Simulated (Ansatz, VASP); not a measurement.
Na2Sb in VASP and in Ansatz

Contents of INCAR:

```
PREC = Accurate
ENCUT = 520
EDIFF = 1E-7
ISMEAR = -1
SIGMA = 0.05
LREAL = False
LASPH = True
NELM = 60
ALGO = Normal
ISIF = 2
LWAVE = False
LCHARG = False
GGA = PE
NBANDS = 16
```

KPOINTS

```
Automatic mesh
0
Gamma
  8 8 6
```

Contents of POSCAR:

```
Na2Sb
1.0
    3.3296838525      0.0000000000      0.0000000000
    0.0000000000      3.3296838525      0.0000000000
    0.0000000000      0.0000000000      4.7031087689
Na Sb
2 1
Direct
    0.5000000000      0.0000000000      0.5000000000
    0.0000000000      0.5000000000      0.5000000000
    0.0000000000      0.0000000000      0.0000000000
```

input.yaml

```yaml
crystal:
  lattice:
    - [3.3296838525, 0.0, 0.0]
    - [0.0, 3.3296838525, 0.0]
    - [0.0, 0.0, 4.7031087689]
  atoms:
    - { symbol: Na, position: [0.5, 0.0, 0.5] }
    - { symbol: Na, position: [0.0, 0.5, 0.5] }
    - { symbol: Sb, position: [0.0, 0.0, 0.0] }
kpoints:
  mp_grid: { grid: [8, 8, 6] }
scf:
  occupations: { method: fermi_dirac, width: 0.05 }
hamiltonian:
  xc: pbe
  pseudopotentials: { kind: all_electron, lapw: { basis_error: 0.001 } }
output:
  forces: true
  stress: true
  eigenvalues: true
```

Change from the starting cell: volume scaled by 1.04.

Alike in both runs: task single point; functional PBE; k mesh 8 × 8 × 6; occupations fermi-dirac, width 0.05 eV; no spin polarisation.

|  | VASP | Ansatz |
| --- | --- | --- |
| version | VASP 6.6.1 | Ansatz 0.2.0 |
| potentials or method | VASP PAW PBE potentials, release 64 (Na_pv, Sb) | all-electron LAPW, scalar-relativistic |
| plane-wave cutoff (eV) | 520 | see its input |

|  | VASP | Ansatz | Ansatz less VASP |
| --- | --- | --- | --- |
| gap on the k mesh at the Fermi level (eV) | none | none | - |
| pressure (GPa) | 30.7 | 30.4 | -0.31 |
| largest component of the traceless stress (GPa) | 7.51 | 7.67 | +0.167 |

A gap of «none» marks a metal or a gap that the smearing closes. Ansatz ran all-electron here, so the differences hold the error of VASP's frozen core and of both bases.

Caveats: so large a pressure means that the cell lies far from this level's equilibrium, or that cutoff or potentials fall short (VASP). The runs have no spin-orbit coupling, so splittings on Sb are missing.
